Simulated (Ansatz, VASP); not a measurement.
**Ca2C: VASP beside Ansatz**

Wanted: the spread between two codes on one cell, functional and k mesh. The cell is generated by rule, not measured, and may not be a known phase. The cell is taken from a series of runs on this material, whose earlier steps may have relaxed, scaled, displaced or heated it; both programs get it as it stands.

Method: plane waves, with VASP 6.6.1 beside it; relaxation of cell and atoms at PBEsol, in Ansatz 0.2.0.

### Step 1. The structure

Symmetry: Pn-3m, No. 224, cubic system. The conventional cell has a = 5.492 Å, b = 5.492 Å, c = 5.492 Å, α = 90.00°, β = 90.00°, γ = 90.00°. C has 4 Ca at 2.38 Å nearest. Nearest to Ca lie 2 C at 2.38 Å. Farther neighbours are not listed.

### Step 2. VASP: relaxation of cell and atoms, PBEsol, pair 1

The relaxed volume is the usual yardstick between codes: in a stiff, nearly cubic crystal its relative difference is about their pressure difference at one cell divided by the bulk modulus.

Lines of VASP's logs that name or quote its potential files are left out, and so is its time.

File INCAR:

```
SYSTEM = Ca2C
PREC = Accurate
ENCUT = 600
EDIFF = 1E-07
NELM = 120
ISMEAR = 1
SIGMA = 0.15
LREAL = .FALSE.
ALGO = Normal
GGA = PS
NBANDS = 30
LORBIT = 11
LWAVE = .FALSE.
LCHARG = .FALSE.
ISIF = 3
IBRION = 2
NSW = 80
EDIFFG = -0.005
LASPH = .TRUE.
GGA_COMPAT = .FALSE.
NELMIN = 4
KPAR = 2
```

File POSCAR:

```
Ca2C
1.0
    5.4921640000      0.0000000000      0.0000000000
    0.0000000000      5.4921640000      0.0000000000
    0.0000000000      0.0000000000      5.4921640000
C Ca
2 4
Direct
    0.0000000000      0.0000000000      0.0000000000
    0.5000000000      0.5000000000      0.5000000000
    0.2500000000      0.2500000000      0.2500000000
    0.7500000000      0.7500000000      0.2500000000
    0.7500000000      0.2500000000      0.7500000000
    0.2500000000      0.7500000000      0.7500000000
```

File KPOINTS:

```
Automatic mesh
0
Gamma
6 6 6
0 0 0
```

PAW data sets: C and Ca_sv (PBE family, release 64).

Started as:

```console
> mpirun -np 2 vasp_std
```

Numbers of over 12 decimals in the logs are rounded to 6 here.

The log of the run:

```text
[banner, memory and clock lines left out]
running    2 mpi-ranks, on    1 nodes
 distrk:  each k-point on    1 cores,    2 groups
 distr:  one band on    1 cores,    1 groups

 POSCAR found type information on POSCAR C Ca
 POSCAR found :  2 types and       6 ions
|                                                                             |
|               ----> ADVICE to this user running VASP <----                  |
|                                                                             |
|     You enforced a specific xc type in the INCAR file but a different       |
|     [... a line on the potential file left out ...]
|     I HOPE YOU KNOW WHAT YOU ARE DOING!                                     |
|                                                                             |

 LDA part: xc-table for (Slater+PW92), standard interpolation
 POSCAR, INCAR and KPOINTS ok, starting setup
 FFT: planning ... GRIDC
 FFT: planning ... GRID_SOFT
 FFT: planning ... GRID
 WAVECAR not read
 entering main loop
       N       E                     dE             d eps       ncg     rms          rms(c)
DAV:   1     0.492513683736E+03    0.49251E+03   -0.25092E+04  1200   0.166E+03
DAV:   2     0.152099799953E+02   -0.47730E+03   -0.46727E+03  1230   0.460E+02
DAV:   3    -0.299573575706E+02   -0.45167E+02   -0.43863E+02  1970   0.994E+01
DAV:   4    -0.332552476158E+02   -0.32979E+01   -0.32805E+01  1786   0.267E+01
DAV:   5    -0.335003042038E+02   -0.24506E+00   -0.24489E+00  1952   0.592E+00    0.162E+01
DAV:   6    -0.256284636633E+02    0.78718E+01   -0.77695E+01  1466   0.235E+01    0.970E+00
DAV:   7    -0.237451025002E+02    0.18834E+01   -0.10603E+01  1502   0.111E+01    0.312E+00
DAV:   8    -0.235688062877E+02    0.17630E+00   -0.82479E-01  1400   0.466E+00    0.795E-01
DAV:   9    -0.235649078087E+02    0.38985E-02   -0.55879E-02  1660   0.117E+00    0.334E-01
DAV:  10    -0.235658467211E+02   -0.93891E-03   -0.65805E-03  1646   0.523E-01    0.975E-02
DAV:  11    -0.235656747666E+02    0.17195E-03   -0.58816E-04  1696   0.151E-01    0.527E-02
DAV:  12    -0.235656391258E+02    0.35641E-04   -0.23519E-04  1472   0.113E-01    0.121E-02
DAV:  13    -0.235656382311E+02    0.89474E-06   -0.17498E-05  1826   0.203E-02    0.390E-03
DAV:  14    -0.235656380308E+02    0.20033E-06   -0.22438E-06  1496   0.102E-02    0.305E-03
DAV:  15    -0.235656387779E+02   -0.74720E-06   -0.54863E-07  1362   0.593E-03    0.802E-04
DAV:  16    -0.235656387127E+02    0.65248E-07   -0.30897E-08   960   0.136E-03
   1 F= -.23565639E+02 E0= -.23562895E+02  d E =-.235656E+02
 curvature:   0.00 expect dE= 0.000E+00 dE for cont linesearch  0.000E+00
 trial: gam= 0.00000 g(F)=  0.916E-57 g(S)=  0.609E-03 ort = 0.000E+00 (trialstep = 0.100E+01)
 search vector abs. value=  0.609E-03
 bond charge predicted
       N       E                     dE             d eps       ncg     rms          rms(c)
DAV:   1    -0.235698305822E+02   -0.41918E-02   -0.12525E-01  1486   0.296E+00    0.352E-01
DAV:   2    -0.235671689769E+02    0.26616E-02   -0.13229E-02  1654   0.747E-01    0.244E-01
DAV:   3    -0.235659293091E+02    0.12397E-02   -0.39513E-03  1844   0.416E-01    0.708E-02
DAV:   4    -0.235659299644E+02   -0.65530E-06   -0.23696E-03  1896   0.187E-01    0.636E-02
DAV:   5    -0.235659214220E+02    0.85424E-05   -0.13225E-04  1508   0.822E-02    0.327E-02
DAV:   6    -0.235659567998E+02   -0.35378E-04   -0.39610E-05  1744   0.348E-02    0.726E-03
DAV:   7    -0.235659565922E+02    0.20767E-06   -0.77231E-06  1890   0.119E-02    0.229E-03
DAV:   8    -0.235659553175E+02    0.12747E-05   -0.91998E-07  1348   0.573E-03    0.169E-03
DAV:   9    -0.235659556723E+02   -0.35480E-06   -0.19648E-07  1100   0.282E-03    0.135E-04
DAV:  10    -0.235659555742E+02    0.98090E-07   -0.25852E-08   912   0.943E-04
   2 F= -.23565956E+02 E0= -.23563222E+02  d E =-.316862E-03
 trial-energy change:   -0.000317  1 .order   -0.000317   -0.000609   -0.000025
 step:   1.0422(harm=  1.0422)  dis= 0.00000  next Energy=   -23.565956 (dE=-0.318E-03)
 reached required accuracy - stopping structural energy minimisation
```

OUTCAR, selected parts (step 2):

```text
ion  position               nearest neighbor table
   1  0.000  0.000  0.000-   3 2.38   4 2.38   5 2.38   6 2.38
   2  0.500  0.500  0.500-   3 2.38   4 2.38   5 2.38   6 2.38
   3  0.250  0.250  0.250-   1 2.38   2 2.38
   4  0.750  0.750  0.250-   1 2.38   2 2.38
   5  0.750  0.250  0.750-   1 2.38   2 2.38
   6  0.250  0.750  0.750-   1 2.38   2 2.38

  LATTYP: Found a simple cubic cell.
 ALAT       =     5.4921640000

 Subroutine GETGRP returns: Found 48 space group operations
 (whereof 24 operations were pure point group operations)

The static configuration has the point symmetry T_d .
 The point group associated with its full space group is O_h .

 Found     20 irreducible k-points:

   k-points           NKPTS =     20   k-points in BZ     NKDIM =     20   number of bands    NBANDS=     30

   dimension x,y,z NGX =    48 NGY =   48 NGZ =   48
   dimension x,y,z NGXF=    96 NGYF=   96 NGZF=   96

   ENCUT  =  600.0 eV  44.10 Ry    6.64 a.u.  10.97 10.97 10.97*2*pi/ulx,y,z

   NELECT =      48.0000    total number of electrons

 k-points in reciprocal lattice and weights: Automatic mesh
   0.00000000  0.00000000  0.00000000       0.005
   0.16666667  0.00000000  0.00000000       0.028
   0.33333333  0.00000000  0.00000000       0.028
   0.50000000  0.00000000  0.00000000       0.014
   0.16666667  0.16666667  0.00000000       0.056
   0.33333333  0.16666667  0.00000000       0.111
   0.50000000  0.16666667  0.00000000       0.056
   0.33333333  0.33333333  0.00000000       0.056
   0.50000000  0.33333333  0.00000000       0.056
[...]
0.50000000  0.50000000  0.33333333       0.028
   0.50000000  0.50000000  0.50000000       0.005

 average (electrostatic) potential at core
       1 -51.8442       2 -51.8442       3 -47.2462       4 -47.2462       5 -47.2462
       6 -47.2462

 E-fermi :   2.0321

 k-point     1 :       0.0000    0.0000    0.0000
  band No.  band energies     occupation
    ...
     18      -5.4321      2.00000
     19       0.1205      2.00000
     20       0.1254      2.00000
     21       0.1254      2.00000
     22       0.1254      2.00000
     23       2.4505     -0.00058
     24       2.4505     -0.00058
     25       2.4505     -0.00058
     26       3.2361     -0.00000
     27       3.2361     -0.00000
    ...

 k-point     2 :       0.1667    0.0000    0.0000
  band No.  band energies     occupation
    ...
     18      -5.5285      2.00000
     19       0.1572      2.00000
     20       0.1615      2.00000
     21       0.2425      2.00000
     22       0.2425      2.00000
     23       2.1823     -0.05059
     24       2.1823     -0.05059
     25       2.2735     -0.04525
     26       3.2198     -0.00000
     27       3.2409     -0.00000
    ...

 k-point     3 :       0.3333    0.0000    0.0000
  band No.  band energies     occupation
    ...
     20       0.2413      2.00000
     21       0.5754      2.00000
     22       0.5754      2.00000
     23       1.6436      2.00154
     24       1.6436      2.00154
     25       2.1491      0.03022
     26       2.7307     -0.00000
     27       3.2641     -0.00000
     28       3.4090     -0.00000
     29       4.1097     -0.00000
    ...

  Total        0.0064348      0.0064348      0.0064348     -0.0000000      0.0000000     -0.0000000
  in kB        0.0619944      0.0619944      0.0619944     -0.0000000      0.0000000     -0.0000000
  external PRESSURE =       0.0619944 kB  Pullay stress =       0.0000000 kB

  energy-cutoff  :      600.00
  volume of cell :      166.30
      direct lattice vectors                 reciprocal lattice vectors
     5.499182454  0.000000000  0.000000000     0.181845212  0.000000000  0.000000000
     0.000000000  5.499182454  0.000000000     0.000000000  0.181845212  0.000000000
    -0.000000000  0.000000000  5.499182454     0.000000000  0.000000000  0.181845212

 POSITION                                       TOTAL-FORCE (eV/Angst)
 -----------------------------------------------------------------------------------
     -0.00000      5.49918      5.49918        -0.000000      0.000000      0.000000
      2.74959      2.74959      2.74959        -0.000000      0.000000      0.000000
      1.37480      1.37480      1.37480         0.000000      0.000000      0.000000
      4.12439      4.12439      1.37480         0.000000     -0.000000     -0.000000
      4.12439      1.37480      4.12439        -0.000000     -0.000000      0.000000
      1.37480      4.12439      4.12439         0.000000      0.000000      0.000000
 -----------------------------------------------------------------------------------
    total drift:                               -0.000000     -0.000000      0.000000

  FREE ENERGIE OF THE ION-ELECTRON SYSTEM (eV)
  ---------------------------------------------------
  free  energy   TOTEN  =       -23.5659555742 eV

  energy  without entropy=      -23.5577551352  energy(sigma->0) =      -23.56322209

 reached required accuracy - stopping structural energy minimisation

 total charge
# of ion       s       p       d       tot
------------------------------------------
    1        0.924   1.280   0.000   2.204
    2        0.924   1.280   0.000   2.204
    3        2.063   5.855   0.266   8.184
    4        2.063   5.855   0.266   8.184
    5        2.063   5.855   0.266   8.184
    6        2.063   5.855   0.266   8.184
--------------------------------------------------
tot         10.102  25.981   1.063  37.145

[... 3 further parts left out ...]
```

CONTCAR:

```
Ca2C
   1.00000000000000
     5.4991824544884658    0.0000000000000000    0.0000000000000000
     0.0000000000000000    5.4991824544884658    0.0000000000000000
    -0.0000000000000000    0.0000000000000000    5.4991824544884658
  C               Ca
     2     4
Direct
     0.0000000000000000    1.0000000000000000    1.0000000000000000
     0.5000000000000000    0.5000000000000000    0.5000000000000000
     0.2500000000000000    0.2500000000000000    0.2500000000000000
     0.7500000000000000    0.7500000000000000    0.2500000000000000
     0.7500000000000000    0.2500000000000000    0.7500000000000000
     0.2500000000000000    0.7500000000000000    0.7500000000000000
```

(Part 1 of 2 ends here.)

[Lines on the potential files, build, host, timing and source positions are cut from VASP's logs without a mark.]

[Logs are printed without paths, hosts, clocks, repeated set-up lines and the standing remarks that a program may print on its own settings, such as how far it seeks lower states.]

[Hosts, paths, dates, database ids (printed as entryN), source tags and the programs' standing remarks are cut or masked in the printed files.]
